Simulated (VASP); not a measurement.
Pt:

```xyz
1
Lattice="0.0000 1.9609 1.9609 1.9609 0.0000 1.9609 1.9609 1.9609 0.0000" Properties=species:S:1:pos:R:3 pbc="T T T"
Pt    0.0000    0.0000    0.0000
```

| Quantity | Value |
| --- | --- |
| Program | VASP 6.6.1 |
| Task | relaxation of cell and atoms |
| Functional | PBE |
| Potentials or basis | VASP PAW PBE potentials, release 64 (Pt) |
| Cutoff | 520 eV |
| k mesh | 18 × 18 × 18 |
| Occupations | gaussian, width 0.1 eV |
| Spin | no spin polarisation |

At the start: pressure 9.5 GPa; volume 15.08 Å³/atom.

Q: How do energy, volume and symmetry change on relaxing?

A: Over 3 steps the energy falls by 15.2 meV/atom and the volume is 15.63 Å³/atom (+3.7 %); space group Fm-3m (No. 225, to 0.05 Å).

The path:
| step | energy change (eV) | largest force (eV/Å) | pressure (GPa) | volume (Å³) |
| --- | --- | --- | --- | --- |
| 1 | 0.0000 | 0.0000 | 9.52 | 15.08 |
| 2 | 0.0772 | 0.0000 | -17.70 | 17.12 |
| 3 | -0.0152 | 0.0000 | -0.30 | 15.63 |

Final structure:
```xyz
1
Lattice="0.0000 1.9846 1.9846 1.9846 0.0000 1.9846 1.9846 1.9846 0.0000" Properties=species:S:1:pos:R:3 pbc="T T T"
Pt    0.0000    0.0000    0.0000
```
